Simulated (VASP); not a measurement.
**Lattice of Hf3C across functionals and dispersion corrections**

How much does the cell of Hf3C depend on the functional? The levels: PBE, LDA, PBEsol, r2SCAN, PBE + D3(BJ), optB88-vdW, r2SCAN + D3(BJ), optPBE-vdW and RPBE + D4. The cell is invented: it takes the structure of a Materials Project entry for Nb3Si (space group 223 there), with all of its atoms replaced by other elements, volume scaled by an estimate. It may not be a known or stable phase. LASPH is on for some levels and off for others; the table marks which.

Calculated with VASP 6.6.1; PBE; plane waves and PAW (Hf_pv, C), in the first sound run; inputs show where later runs differ.

## 1. Set-up

Before any relaxation, the start is as follows. It takes space group Pm-3n (No. 223, cubic). The conventional cell has a = 5.434 Å, b = 5.434 Å, c = 5.434 Å, α = 90.00°, β = 90.00°, γ = 90.00°. Hf has 2 Hf at 2.72 Å and 4 C at 3.04 Å nearest. Nearest to C lie 12 Hf at 3.04 Å. It derives from Nb3Si. it takes the structure of a Materials Project entry for Nb3Si (space group 223 there), with all of its atoms replaced by other elements, volume scaled by an estimate. Farther neighbours are not listed.

As a file:

```xyz
8
Lattice="5.4343 0.0000 0.0000 0.0000 5.4343 0.0000 0.0000 0.0000 5.4343" Properties=species:S:1:pos:R:3 pbc="T T T"
Hf    0.0000    2.7171    4.0757
Hf    2.7171    1.3586    0.0000
Hf    4.0757    0.0000    2.7171
Hf    0.0000    2.7171    1.3586
Hf    2.7171    4.0757    0.0000
Hf    1.3586    0.0000    2.7171
C     2.7171    2.7171    2.7171
C     0.0000    0.0000    0.0000
```

## 2. Rough relaxation of the start cell

The start is only an estimate, so a cheap relaxation brings it near a minimum before any careful run. PBE, the usual starting point, adds the gradient of the density.

INCAR reads:

```
SYSTEM = Hf3C
PREC = Normal
ENCUT = 520
EDIFF = 1E-05
NELM = 60
ISMEAR = -1
SIGMA = 0.05
LREAL = .FALSE.
ALGO = Fast
GGA = PE
NBANDS = 42
LORBIT = 11
LWAVE = .FALSE.
LCHARG = .FALSE.
KPAR = 2
NCORE = 2
IBRION = 2
NSW = 40
ISIF = 3
EDIFFG = -0.04
```

POSCAR reads:

```
Hf3C
1.0
    5.4342780000      0.0000000000      0.0000000000
    0.0000000000      5.4342780000      0.0000000000
    0.0000000000      0.0000000000      5.4342780000
Hf C
6 2
Direct
    0.0000000000      0.5000000000      0.7500000000
    0.5000000000      0.2500000000      0.0000000000
    0.7500000000      0.0000000000      0.5000000000
    0.0000000000      0.5000000000      0.2500000000
    0.5000000000      0.7500000000      0.0000000000
    0.2500000000      0.0000000000      0.5000000000
    0.5000000000      0.5000000000      0.5000000000
    0.0000000000      0.0000000000      0.0000000000
```

KPOINTS reads:

```
Automatic mesh
0
Gamma
3 3 3
0 0 0
```

PAW data sets: Hf_pv and C (PBE family, release 64).

Run with:

```
$ mpirun -np 4 vasp_std
```

Output:

```text
[banner, memory and clock lines left out]
running    4 mpi-ranks, on    1 nodes
 distrk:  each k-point on    2 cores,    2 groups
 distr:  one band on    2 cores,    1 groups

 POSCAR found type information on POSCAR HfC
 POSCAR found :  2 types and       8 ions
 LDA part: xc-table for (Slater+PW92), standard interpolation
 POSCAR, INCAR and KPOINTS ok, starting setup
 FFT: planning ... GRIDC
 FFT: planning ... GRID_SOFT
 FFT: planning ... GRID
 WAVECAR not read
 entering main loop
       N       E                     dE             d eps       ncg     rms          rms(c)
DAV:   1     0.286000340107E+03    0.28600E+03   -0.37171E+04   336   0.154E+03
DAV:   2    -0.500575935847E+02   -0.33606E+03   -0.32609E+03   384   0.368E+02
DAV:   3    -0.730197735765E+02   -0.22962E+02   -0.22340E+02   456   0.564E+01
DAV:   4    -0.737590265525E+02   -0.73925E+00   -0.72545E+00   408   0.964E+00
DAV:   5    -0.737841825192E+02   -0.25156E-01   -0.24862E-01   430   0.162E+00    0.852E+01
RMM:   6    -0.713343997405E+02    0.24498E+01   -0.23802E+01   429   0.104E+01    0.629E+01
RMM:   7    -0.714977718870E+02   -0.16337E+00   -0.16738E+01   384   0.983E+00    0.156E+01
RMM:   8    -0.698866087371E+02    0.16112E+01   -0.20907E+00   340   0.564E+00    0.396E+00
RMM:   9    -0.699856304703E+02   -0.99022E-01   -0.29720E+00   450   0.354E+00    0.302E+00
RMM:  10    -0.699057961797E+02    0.79834E-01   -0.16343E-01   342   0.143E+00    0.183E+00
RMM:  11    -0.698982885912E+02    0.75076E-02   -0.18942E-01   426   0.835E-01    0.634E-01
RMM:  12    -0.698991801271E+02   -0.89154E-03   -0.15965E-02   421   0.376E-01    0.387E-01
RMM:  13    -0.698986681263E+02    0.51200E-03   -0.19170E-03   405   0.118E-01    0.273E-01
RMM:  14    -0.698983629229E+02    0.30520E-03   -0.85649E-04   327   0.628E-02    0.151E-01
RMM:  15    -0.698983245536E+02    0.38369E-04   -0.96996E-04   370   0.571E-02    0.160E-02
RMM:  16    -0.698983394217E+02   -0.14868E-04   -0.14528E-04   330   0.252E-02    0.160E-02
RMM:  17    -0.698983386555E+02    0.76620E-06   -0.37493E-05   162   0.963E-03
   1 F= -.69898339E+02 E0= -.69840518E+02  d E =-.698983E+02
 curvature:   0.00 expect dE= 0.000E+00 dE for cont linesearch  0.000E+00
 trial: gam= 0.00000 g(F)=  0.586E-51 g(S)=  0.265E+01 ort = 0.000E+00 (trialstep = 0.100E+01)
 search vector abs. value=  0.265E+01
 bond charge predicted
       N       E                     dE             d eps       ncg     rms          rms(c)
DAV:   1    -0.843057555440E+02   -0.14407E+02   -0.36167E+02   336   0.102E+02    0.524E+01
RMM:   2    -0.734995445345E+02    0.10806E+02   -0.19142E+01   342   0.226E+01    0.197E+01
RMM:   3    -0.701488865864E+02    0.33507E+01   -0.10931E+01   339   0.162E+01    0.853E+00
RMM:   4    -0.702100845594E+02   -0.61198E-01   -0.17042E+00   413   0.686E+00    0.470E+00
RMM:   5    -0.702187342276E+02   -0.86497E-02   -0.26925E-01   382   0.267E+00    0.250E+00
RMM:   6    -0.702165540521E+02    0.21802E-02   -0.83729E-02   397   0.144E+00    0.217E+00
RMM:   7    -0.702168588131E+02   -0.30476E-03   -0.19017E-02   405   0.580E-01    0.934E-01
RMM:   8    -0.702173467194E+02   -0.48791E-03   -0.51710E-03   369   0.350E-01    0.717E-01
RMM:   9    -0.702173975139E+02   -0.50794E-04   -0.10231E-03   401   0.129E-01    0.405E-01
RMM:  10    -0.702173812179E+02    0.16296E-04   -0.19610E-04   341   0.586E-02    0.224E-01
RMM:  11    -0.702173802556E+02    0.96239E-06   -0.51171E-05   234   0.252E-02
   2 F= -.70217380E+02 E0= -.70168508E+02  d E =-.319042E+00
[...]
3 F= -.70728025E+02 E0= -.70673716E+02  d E =-.829686E+00
 curvature:  -0.26 expect dE=-0.156E-02 dE for cont linesearch -0.156E-02
 ZBRENT: interpolating
 opt :   0.6020  next Energy=   -70.729344 (dE=-0.831E+00)
 bond charge predicted
       N       E                     dE             d eps       ncg     rms          rms(c)
DAV:   1    -0.707350033848E+02   -0.69821E-02   -0.15159E-01   384   0.208E+00    0.165E+00
RMM:   2    -0.707289923558E+02    0.60110E-02   -0.10618E-02   357   0.518E-01    0.758E-01
RMM:   3    -0.707271959234E+02    0.17964E-02   -0.66355E-03   346   0.370E-01    0.228E-01
RMM:   4    -0.707272733662E+02   -0.77443E-04   -0.13934E-03   417   0.173E-01    0.116E-01
RMM:   5    -0.707272854253E+02   -0.12059E-04   -0.15258E-04   357   0.604E-02    0.529E-02
RMM:   6    -0.707272926900E+02   -0.72647E-05   -0.45806E-05   289   0.269E-02
   4 F= -.70727293E+02 E0= -.70673235E+02  d E =-.828954E+00
 curvature:  -0.22 expect dE=-0.382E-03 dE for cont linesearch -0.382E-03
 trial: gam= 0.00000 g(F)=  0.609E-50 g(S)=  0.175E-02 ort =-0.680E-01 (trialstep = 0.920E+00)
 search vector abs. value=  0.175E-02
 reached required accuracy - stopping structural energy minimisation
```

Wall time 19 s (4 MPI ranks of AMD EPYC 7R43, shared host); peak memory 0.48 GiB.

Lines that name or quote the potential files are left out of all logs, and their timing lines are given in words.

From OUTCAR (step 2):

```text
ion  position               nearest neighbor table
   1  0.000  0.500  0.750-   4 2.72   4 2.72   2 3.33   5 3.33   6 3.33   3 3.33   3 3.33   6 3.33
                             2 3.33   5 3.33
   2  0.500  0.250  0.000-   5 2.72   5 2.72   4 3.33   1 3.33   6 3.33   3 3.33   6 3.33   3 3.33
                             1 3.33   4 3.33
   3  0.750  0.000  0.500-   6 2.72   6 2.72   4 3.33   5 3.33   1 3.33   2 3.33   5 3.33   1 3.33
                             4 3.33   2 3.33
   4  0.000  0.500  0.250-   1 2.72   1 2.72   3 3.33   5 3.33   6 3.33   2 3.33   3 3.33   6 3.33
                             2 3.33   5 3.33
   5  0.500  0.750  0.000-   2 2.72   2 2.72   3 3.33   4 3.33   6 3.33   3 3.33   6 3.33   1 3.33
                             1 3.33   4 3.33
   6  0.250  0.000  0.500-   3 2.72   3 2.72   1 3.33   4 3.33   5 3.33   2 3.33   5 3.33   1 3.33
                             4 3.33   2 3.33
   7  0.500  0.500  0.500-
   8  0.000  0.000  0.000-

  LATTYP: Found a simple cubic cell.
 ALAT       =     5.4342780000

 Subroutine GETGRP returns: Found 48 space group operations
 (whereof 24 operations were pure point group operations)

The static configuration has the point symmetry T_h .
 The point group associated with its full space group is O_h .

 Found      4 irreducible k-points:

   k-points           NKPTS =      4   k-points in BZ     NKDIM =      4   number of bands    NBANDS=     42

   dimension x,y,z NGX =    30 NGY =   30 NGZ =   30
   dimension x,y,z NGXF=    60 NGYF=   60 NGZF=   60

   ENCUT  =  520.0 eV  38.22 Ry    6.18 a.u.  10.10 10.10 10.10*2*pi/ulx,y,z

   NELECT =      68.0000    total number of electrons

 k-points in reciprocal lattice and weights: Automatic mesh
   0.00000000  0.00000000  0.00000000       0.037
   0.33333333  0.00000000  0.00000000       0.222
   0.33333333  0.33333333  0.00000000       0.444
   0.33333333  0.33333333  0.33333333       0.296

 average (electrostatic) potential at core
       1 -36.6205       2 -36.6205       3 -36.6205       4 -36.6205       5 -36.6205
       6 -36.6205       7 -50.4282       8 -50.4282

 E-fermi :   5.3793

 k-point     1 :       0.0000    0.0000    0.0000
  band No.  band energies     occupation
    ...
     30       3.5519      2.00000
     31       3.5519      2.00000
     32       3.5519      2.00000
     33       4.6402      2.00000
     34       4.6419      2.00000
     35       5.4734      0.26419
     36       5.4734      0.26419
     37       5.4734      0.26419
     38       6.1317      0.00000
     39       6.1317      0.00000
    ...

 k-point     2 :       0.3333    0.0000    0.0000
  band No.  band energies     occupation
    ...
     32       3.8329      2.00000
     33       4.9384      1.99970
     34       5.1105      1.99078
     35       5.1105      1.99078
     36       5.3795      0.99794
     37       5.5594      0.05311
     38       5.7854      0.00059
     39       6.0603      0.00000
     40       7.7128      0.00000
     41       7.9082      0.00000
    ...

 k-point     3 :       0.3333    0.3333    0.0000
  band No.  band energies     occupation
    ...
     30       4.0545      2.00000
     31       4.1505      2.00000
     32       4.5299      2.00000
     33       4.8197      1.99997
     34       5.3811      0.98143
     35       5.5314      0.09114
     36       5.7051      0.00295
     37       5.9253      0.00004
     38       6.2183      0.00000
     39       6.3876      0.00000
    ...

  Total        0.3107219      0.3107219      0.3107219     -0.0000000      0.0000000      0.0000000
  in kB        3.5497772      3.5497772      3.5497772     -0.0000000      0.0000000      0.0000000
  external PRESSURE =       3.5497772 kB  Pullay stress =       0.0000000 kB

  energy-cutoff  :      520.00
  volume of cell :      140.24
      direct lattice vectors                 reciprocal lattice vectors
     5.195497143 -0.000000000  0.000000000     0.192474362 -0.000000000  0.000000000
     0.000000000  5.195497143  0.000000000     0.000000000  0.192474362 -0.000000000
    -0.000000000  0.000000000  5.195497143    -0.000000000 -0.000000000  0.192474362

 POSITION                                       TOTAL-FORCE (eV/Angst)
 -----------------------------------------------------------------------------------
      0.00000      2.59775      3.89662        -0.000000     -0.000000     -0.000000
      2.59775      1.29887      5.19550         0.000000     -0.000000      0.000000
      3.89662      5.19550      2.59775        -0.000000      0.000000      0.000000
      5.19550      2.59775      1.29887         0.000000     -0.000000     -0.000000
      2.59775      3.89662      0.00000        -0.000000     -0.000000     -0.000000
      1.29887      5.19550      2.59775         0.000000      0.000000     -0.000000
      2.59775      2.59775      2.59775        -0.000000     -0.000000     -0.000000
      0.00000      0.00000      0.00000        -0.000000     -0.000000     -0.000000
 -----------------------------------------------------------------------------------
    total drift:                                0.000000      0.000000      0.000000

  FREE ENERGIE OF THE ION-ELECTRON SYSTEM (eV)
  ---------------------------------------------------
  free  energy   TOTEN  =       -70.7272926900 eV

  energy  without entropy=      -70.6191767446  energy(sigma->0) =      -70.67323472

 reached required accuracy - stopping structural energy minimisation

 total charge
# of ion       s       p       d       tot
------------------------------------------
    1        0.396   6.374   1.770   8.541
    2        0.396   6.374   1.770   8.541
    3        0.396   6.374   1.770   8.541
    4        0.396   6.374   1.770   8.541
    5        0.396   6.374   1.770   8.541
    6        0.396   6.374   1.770   8.541
    7        0.875   1.194   0.000   2.069
    8        0.875   1.194   0.000   2.069
--------------------------------------------------
tot          4.128  40.635  10.620  55.383

[... 1 further part left out ...]
```

The k-mesh is coarse for a metal. Harder data sets than Hf_pv exist (the GW ones), and pressures, volumes and forces can shift noticeably with them. This relaxation is a rough one on cheap settings, only to bring the start near its minimum. After so large a change of volume the plane waves of the start cell no longer fit, so the final stress carries a basis-set error. The run keeps the 48 symmetry operations of its start, so it cannot find a distortion of lower symmetry.

Step by step:

```
step  energy less that of the first step (eV)  largest force (eV/Å)  pressure (GPa)  volume (Å³)
   1                                   0.0000                0.0000          -12.08       160.48
   2                                  -0.3190                0.0000           13.79       127.84
   3                                  -0.8297                0.0000           -0.66       140.91
   4                                  -0.8290                0.0000            0.35       140.24
```

```
conventional cell, symmetrised  before  after   change
                         a (Å)   5.434  5.195   -4.4 %
                         b (Å)   5.434  5.195   -4.4 %
                         c (Å)   5.434  5.195   -4.4 %
              volume (Å³/atom)   20.06  17.53  -12.6 %
```

Final coordinates:

```cif
data_structure
_symmetry_space_group_name_H-M 'P 1'
_symmetry_Int_Tables_number 1
_cell_length_a 5.1955
_cell_length_b 5.1955
_cell_length_c 5.1955
_cell_angle_alpha 90.000
_cell_angle_beta 90.000
_cell_angle_gamma 90.000
_cell_volume 140.24
loop_
_atom_site_label
_atom_site_type_symbol
_atom_site_fract_x
_atom_site_fract_y
_atom_site_fract_z
_atom_site_occupancy
Hf1 Hf 0.00000 0.50000 0.75000 1
Hf2 Hf 0.50000 0.25000 0.00000 1
Hf3 Hf 0.75000 0.00000 0.50000 1
Hf4 Hf 0.00000 0.50000 0.25000 1
Hf5 Hf 0.50000 0.75000 0.00000 1
Hf6 Hf 0.25000 0.00000 0.50000 1
C7 C 0.50000 0.50000 0.50000 1
C8 C 0.00000 0.00000 0.00000 1
```

Numbers from this step:

- electrons: 68
- bands: 42
- irreducible k-points: 4
- symmetry operations: 48
- free energy (TOTEN): -70.7273 eV
- energy at zero smearing: -70.6732 eV
- Fermi energy: 5.379 eV
- pressure: 0.3550 GPa
- metallic: yes
- SCF cycles over all ionic steps: 46

It ends with forces that vanish by symmetry and a pressure of 0.35 GPa.

(Part 1 of 5 ends here.)

[Lines on the potential files, build, host, timing and source positions are cut from VASP's logs without a mark.]

[Logs are printed without paths, hosts, clocks, repeated set-up lines and the standing remarks that a program may print on its own settings, such as how far it seeks lower states.]

[Hosts, paths, dates, database ids (printed as entryN), source tags and the programs' standing remarks are cut or masked in the printed files.]

[A measured line is paired with the nearest computed mode of its activity, which favours agreement.]
